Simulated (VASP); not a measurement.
# La2Zr2O (P4/mmm) in VASP: single point with PBE

Aim: the single point of La2Zr2O with PBE.

Program: VASP 6.6.1. These are calculated values, not measurements. Logs are shortened: lines on timing, memory, paths and dates and some standing lists are left out, and cuts for length are marked.

### Step 1. The cell of the first run

The structure is tetragonal, space group P4/mmm (No. 123). Conventional cell: a = 4.984 Å, b = 4.984 Å, c = 6.711 Å, α = 90.00°, β = 90.00°, γ = 90.00°. Around La (site symmetry mmm) lie 2 O at 2.49 Å. Zr (site symmetry 4mm) is surrounded by 1 O at 2.22 Å and 1 Zr at 2.27 Å. O (site symmetry 4/mmm) has 2 Zr at 2.22 Å and 4 La at 2.49 Å as nearest neighbours.

The cell was built by a generator and needn't be a form met in nature.

### Step 2. Single point, PBE, collinear spin, typed start (random cell by space group and Wyckoff sites (P4/mmm, No. 123))

The input, INCAR:

```
ALGO = Normal ; EDIFF = 1E-6
ENCUT = 520 ; GGA = PE
ISIF = 2 ; ISMEAR = 0
ISPIN = 2 ; LASPH = T
LCHARG = T ; LELF = T
LMAXMIX = 6 ; LORBIT = 11
LREAL = F ; LVHAR = T
LWAVE = F ; MAGMOM = 0 0 1 1 0
NBANDS = 38 ; NELM = 150
PREC = Accurate ; SIGMA = 0.1
```

The input, KPOINTS:

```
k-points
0
Gamma
  4 4 4
```

The input, POSCAR:

```
La2Zr2O
1.0
    4.9844151574      0.0000000000      0.0000000000
    0.0000000000      4.9844151574      0.0000000000
    0.0000000000      0.0000000000      6.7112342698
La Zr O
2 2 1
Direct
    0.0000000000      0.5000000000      0.0000000000
    0.5000000000      0.0000000000      0.0000000000
    0.5000000000      0.5000000000      0.6693733411
    0.5000000000      0.5000000000      0.3306266589
    0.5000000000      0.5000000000      0.0000000000
```

Potentials or basis: VASP PAW PBE potentials, release 64 (La, Zr_sv, O).

Run with:

```
> cat potpaw_PBE.64/La/POTCAR potpaw_PBE.64/Zr_sv/POTCAR potpaw_PBE.64/O/POTCAR > POTCAR
> mpirun -np 1 vasp_std > vasp.out
```

OUTCAR:

```text
EDIFF = 1E-6
   ENCUT = 520
   GGA = PE
   ISIF = 2
   ISMEAR = 0
   ISPIN = 2
   LASPH = T
   LORBIT = 11
   LREAL = F
   NELM = 150
   PREC = Accurate

 ion  position               nearest neighbor table
   1  0.000  0.500  0.000-   5 2.49   5 2.49   3 3.34   3 3.34   4 3.34   4 3.34   2 3.52   2 3.52
                             2 3.52   2 3.52
   2  0.500  0.000  0.000-   5 2.49   5 2.49   3 3.34   3 3.34   4 3.34   4 3.34   1 3.52   1 3.52
                             1 3.52   1 3.52
   3  0.500  0.500  0.669-   5 2.22   4 2.27   1 3.34   2 3.34   2 3.34   1 3.34
   4  0.500  0.500  0.331-   5 2.22   3 2.27   1 3.34   2 3.34   2 3.34   1 3.34
   5  0.500  0.500  0.000-   3 2.22   4 2.22   1 2.49   2 2.49   2 2.49   1 2.49

  LATTYP: Found a simple tetragonal cell.
 ALAT       =     4.9844151574
 C/A-ratio  =     1.3464436765

  Lattice vectors:

 A1 = (   4.9844151574,   0.0000000000,   0.0000000000)
 A2 = (   0.0000000000,   4.9844151574,   0.0000000000)
 A3 = (   0.0000000000,   0.0000000000,   6.7112342698)

Analysis of symmetry for initial positions (statically):
=====================================================================
 Subroutine PRICEL returns:
 Original cell was already a primitive cell.

 Routine SETGRP: Setting up the symmetry group for a
 simple tetragonal supercell.

 Subroutine GETGRP returns: Found 16 space group operations
 (whereof 16 operations were pure point group operations)
 out of a pool of 16 trial point group operations.

The static configuration has the point symmetry D_4h.

Analysis of symmetry for dynamics (positions and initial velocities):
=====================================================================
 Subroutine PRICEL returns:
 Original cell was already a primitive cell.

 Routine SETGRP: Setting up the symmetry group for a
 simple tetragonal supercell.

 Subroutine GETGRP returns: Found 16 space group operations
 (whereof 16 operations were pure point group operations)
 out of a pool of 16 trial point group operations.

The dynamic configuration has the point symmetry D_4h.

Analysis of structural, dynamic, and magnetic symmetry:
=====================================================================
 Subroutine PRICEL returns:
 Original cell was already a primitive cell.

 Routine SETGRP: Setting up the symmetry group for a
 simple tetragonal supercell.

 Subroutine GETGRP returns: Found 16 space group operations
 (whereof 16 operations were pure point group operations)
 out of a pool of 16 trial point group operations.

The overall configuration has the point symmetry D_4h.

 Subroutine INISYM returns: Found 16 space group operations
 (whereof 16 operations are pure point group operations),
 and found     1 'primitive' translations

----------------------------------------------------------------------------------------

                                     Primitive cell

  volume of cell :     166.7366

  direct lattice vectors                    reciprocal lattice vectors
     4.984415157  0.000000000  0.000000000     0.200625343  0.000000000  0.000000000
     0.000000000  4.984415157  0.000000000     0.000000000  0.200625343  0.000000000
     0.000000000  0.000000000  6.711234270     0.000000000  0.000000000  0.149003888

  length of vectors
     4.984415157  4.984415157  6.711234270     0.200625343  0.200625343  0.149003888

  position of ions in fractional coordinates (direct lattice)
     0.000000000  0.500000000  0.000000000
     0.500000000  0.000000000  0.000000000
     0.500000000  0.500000000  0.669373341
     0.500000000  0.500000000  0.330626659
     0.500000000  0.500000000  0.000000000

  ion indices of the primitive-cell ions
   primitive index   ion index
                 1           1
                 2           2
                 3           3
                 4           4
                 5           5

[... 29 lines left out ...]
  0.250000  0.000000  0.000000      4.000000
  0.500000  0.000000  0.000000      2.000000
  0.250000  0.250000  0.000000      4.000000
  0.500000  0.250000  0.000000      4.000000
  0.500000  0.500000  0.000000      1.000000
[... 10 lines left out ...]
  0.500000  0.250000  0.500000      4.000000
  0.500000  0.500000  0.500000      1.000000
   k-points           NKPTS =     18   k-points in BZ     NKDIM =     18   number of bands    NBANDS=     38
   number of dos      NEDOS =    301   number of ions     NIONS =      5
   total plane-waves  NPLWV =  80000
   dimension x,y,z NGX =    40 NGY =   40 NGZ =   50
   dimension x,y,z NGXF=    80 NGYF=   80 NGZF=  100
   ions per type =               2   2   1
   NGX,Y,Z   is equivalent  to a cutoff of  13.34, 13.34, 12.39 a.u.
   NGXF,Y,Z  is equivalent  to a cutoff of  26.68, 26.68, 24.77 a.u.
 SYSTEM =  unknown system
   PREC   = accura    normal or accurate (medium, high low for compatibility)
   ISTART =      0    job   : 0-new  1-cont  2-samecut
   ICHARG =      2    charge: 1-file 2-atom 10-const
   ISPIN  =      2    spin polarized calculation?
   LNONCOLLINEAR =      F non collinear calculations
   LSORBIT =      F    spin-orbit coupling
   LASPH  =      T    aspherical Exc in radial PAW
   ENCUT  =  520.0 eV  38.22 Ry    6.18 a.u.   9.27  9.27 12.48*2*pi/ulx,y,z
   NELM   =    150;   NELMIN=  2; NELMDL= -5     # of ELM steps
   EDIFF  = 0.1E-05   stopping-criterion for ELM
   LREAL  =      F    real-space projection
   EDIFFG = 0.1E-04   stopping-criterion for IOM
   NSW    =      0    number of steps for IOM
   IBRION =     -1    ionic relax: 0-MD 1-quasi-New 2-CG
   NFREE  =      0    steps in history (QN), initial steepest desc. (CG)
   ISIF   =      2    stress and relaxation
   ISYM   =      2    0-nonsym 1-usesym 2-fastsym
   POTIM  = 0.5000    time-step for ionic-motion
   TEBEG  =    0.0;   TEEND  =   0.0 temperature during run
   PSTRESS=    0.0 pullay stress
   NELECT =      52.0000    total number of electrons
   NUPDOWN=      -1.0000    fix difference up-down
   EMIN   =  10.00;   EMAX   =-10.00  energy-range for DOS
   EFERMI =   0.00;   METHOD = LEGACY
   ISMEAR =     0;   SIGMA  =   0.10  broadening in eV -4-tet -1-fermi 0-gaus
   EFERMI_NEDOS =   21; number of points for ismear=-14 and -15
   IALGO  =     38    algorithm
   IMIX   =      4    mixing-type and parameters
     AMIX     =   0.40;   BMIX     =  1.00
     AMIX_MAG =   1.60;   BMIX_MAG =  1.00
  volume/ion in A,a.u.               =      33.35       225.04
  Fermi-wavevector in a.u.,A,eV,Ry     =   1.110194  2.097963 16.769609  1.232531
  Thomas-Fermi vector in A             =   2.246743
   LORBIT       =     11    0 simple, 1 ext, 2 COOP (PROOUT), +10 PAW based schemes
   GGA     = PE    functional components
   LHFCALC =     F    Hartree Fock is set to
   AEXX    =    0.0000 exact exchange contribution
   IVDW    =     0    specifies the selected vdW correction
   LEPSILON=     F    determine dielectric tensor
   LRPA    =     F    only Hartree local field effects (RPA)
 spin polarized calculation
 Gauss-broadening in eV      SIGMA  =   0.10
  energy-cutoff  :      520.00
  volume of cell :      166.74
 maximum number of plane-waves:      4536
 NGX is ok and might be reduce to    40
   NGX = 19   NGY = 19   NGZ = 25

 number of electron      51.9999990 magnetization       0.0014779

 Free energy of the ion-electron system (eV)
  ---------------------------------------------------
  ext. energy  EPLUGINS =         0.00000000
  ---------------------------------------------------
  free energy    TOTEN  =       -30.39500461 eV

  energy without entropy =      -30.35338430  energy(sigma->0) =      -30.37419445

 E-fermi :   5.3043     XC(G=0):  -8.7288

 val. band max:        5.2905702621   @ k =   0.5000   0.2500   0.2500
 cond. band min:       5.3213439321   @ k =   0.0000   0.0000   0.2500
 fundamental gap:      0.0307736700
 Fermi energy:         5.3043383629

 spin component 1

 k-point     1 :       0.0000    0.0000    0.0000
  band No.  band energies     occupation
      1     -43.9330      1.00000
      2     -43.1907      1.00000
      3     -27.5771      1.00000
      4     -27.2718      1.00000
      5     -23.4759      1.00000
      6     -21.8874      1.00000
[... 727 lines left out ...]
     37       7.2870      0.00000
     38       7.2872      0.00000
 Fermi energy:         5.3043383629

 spin component 2

 k-point     1 :       0.0000    0.0000    0.0000
  band No.  band energies     occupation
      1     -43.9329      1.00000
      2     -43.1907      1.00000
      3     -27.5770      1.00000
      4     -27.2718      1.00000
      5     -23.4759      1.00000
      6     -21.8873      1.00000
[... 727 lines left out ...]
     37       7.2871      0.00000
     38       7.2873      0.00000

------------------------ aborting loop because EDIFF is reached ----------------------------------------

  FORCE on cell =-STRESS in cart. coord.  units (eV):
  Direction    XX          YY          ZZ          XY          YZ          ZX
  --------------------------------------------------------------------------------------
  -------------------------------------------------------------------------------------
  Total        0.2989013      0.2989013      0.4556259      0.0000000     -0.0000000      0.0000000
  in kB        2.8721533      2.8721533      4.3781255      0.0000000     -0.0000000      0.0000000
  external PRESSURE =       3.3741440 kB  Pullay stress =       0.0000000 kB

 VOLUME and BASIS-vectors are now :
 -----------------------------------------------------------------------------
  energy-cutoff  :      520.00
  volume of cell :      166.74
      direct lattice vectors                 reciprocal lattice vectors
     4.984415157  0.000000000  0.000000000     0.200625343  0.000000000  0.000000000
     0.000000000  4.984415157  0.000000000     0.000000000  0.200625343  0.000000000
     0.000000000  0.000000000  6.711234270     0.000000000  0.000000000  0.149003888

 POSITION                                       TOTAL-FORCE (eV/Angst)
 -----------------------------------------------------------------------------------
      0.00000      2.49221      0.00000         0.000000     -0.000000      0.000000
      2.49221      0.00000      0.00000         0.000000     -0.000000      0.000000
      2.49221      2.49221      4.49232         0.000000      0.000000      0.099724
      2.49221      2.49221      2.21891        -0.000000      0.000000     -0.099724
      2.49221      2.49221      0.00000         0.000000     -0.000000      0.000000
 -----------------------------------------------------------------------------------
    total drift:                                0.000000      0.000000     -0.000000

  FREE ENERGIE OF THE ION-ELECTRON SYSTEM (eV)
  ---------------------------------------------------
  free  energy   TOTEN  =       -30.3950046089 eV

  energy  without entropy=      -30.3533843004  energy(sigma->0) =      -30.37419445

 total charge

# of ion       s       p       d       f       tot
--------------------------------------------------
    1        2.042   5.578   0.923   0.148   8.690
    2        2.042   5.578   0.923   0.148   8.690
    3        2.151   5.900   2.073   0.000  10.123
    4        2.151   5.900   2.073   0.000  10.123
    5        1.562   3.464   0.000   0.000   5.026
--------------------------------------------------
tot          9.947  26.419   5.992   0.295  42.653

 magnetization (x)

# of ion       s       p       d       f       tot
--------------------------------------------------
    1        0.000  -0.000   0.000   0.000   0.000
    2        0.000  -0.000   0.000   0.000   0.000
    3        0.000  -0.000   0.000   0.000   0.000
    4        0.000  -0.000   0.000   0.000   0.000
    5        0.000  -0.000   0.000   0.000  -0.000
--------------------------------------------------
tot          0.000  -0.000   0.000   0.000   0.001
```

It took 3.6 min on 1 thread of Intel Xeon 6975P-C (Granite Rapids), shared host; peak memory 0.44 GiB.

What came out:

* Free energy: -30.3950 eV
* Pressure: 0.3 GPa
* Largest force: 0.100 eV/Å
* Band gap on the k mesh: none (metal or under the smearing width)
* Net moment: 0.00 μB per cell
* Valence electrons inside the program's atomic spheres: La 8.69; Zr 10.12; O 5.03

Forces in eV/Å, atoms in the order of the input:
```
La   0.000  0.000  0.000
La   0.000  0.000  0.000
Zr   0.000  0.000  0.100
Zr   0.000  0.000 -0.100
O    0.000  0.000  0.000
```

Stress tensor (GPa, compression positive):
```
0.29 0.00 0.00
0.00 0.29 0.00
0.00 0.00 0.44
```

Levels at points of the mesh, in eV from the Fermi level:
Spin up:
| k point | band 23 | band 24 | band 25 | band 26 | band 27 | band 28 | band 29 | band 30 |
| --- | --- | --- | --- | --- | --- | --- | --- | --- |
| (0.00, 0.00, 0.00) | -1.10 | -0.79 | -0.57 | -0.57 | -0.47 | -0.47 | 0.71 | 0.97 |
| (0.50, 0.00, 0.00) | -0.50 | -0.45 | -0.21 | -0.07 | 0.35 | 0.42 | 0.48 | 0.61 |
| (0.50, 0.50, 0.00) | -0.63 | -0.35 | 0.09 | 0.11 | 0.11 | 0.26 | 0.85 | 1.04 |
| (0.00, 0.00, 0.50) | -1.76 | -1.76 | -1.09 | -0.48 | -0.03 | 0.42 | 0.48 | 1.04 |
| (0.50, 0.00, 0.50) | -1.09 | -0.24 | -0.22 | -0.09 | -0.02 | 0.11 | 0.53 | 0.92 |
| (0.50, 0.50, 0.50) | -1.13 | -0.75 | 0.39 | 0.50 | 0.50 | 0.96 | 1.26 | 1.26 |
Spin down:
```csv
k point,band 23,band 24,band 25,band 26,band 27,band 28,band 29,band 30
"(0.00, 0.00, 0.00)",-1.10,-0.79,-0.57,-0.57,-0.47,-0.47,0.71,0.97
"(0.50, 0.00, 0.00)",-0.50,-0.45,-0.20,-0.07,0.35,0.42,0.48,0.61
"(0.50, 0.50, 0.00)",-0.63,-0.35,0.09,0.11,0.11,0.26,0.85,1.04
"(0.00, 0.00, 0.50)",-1.76,-1.76,-1.09,-0.48,-0.03,0.42,0.48,1.04
"(0.50, 0.00, 0.50)",-1.09,-0.24,-0.22,-0.09,-0.01,0.11,0.53,0.92
"(0.50, 0.50, 0.50)",-1.13,-0.75,0.39,0.51,0.51,0.96,1.26,1.26
```

The run has no spin-orbit coupling, so splittings on La are missing.
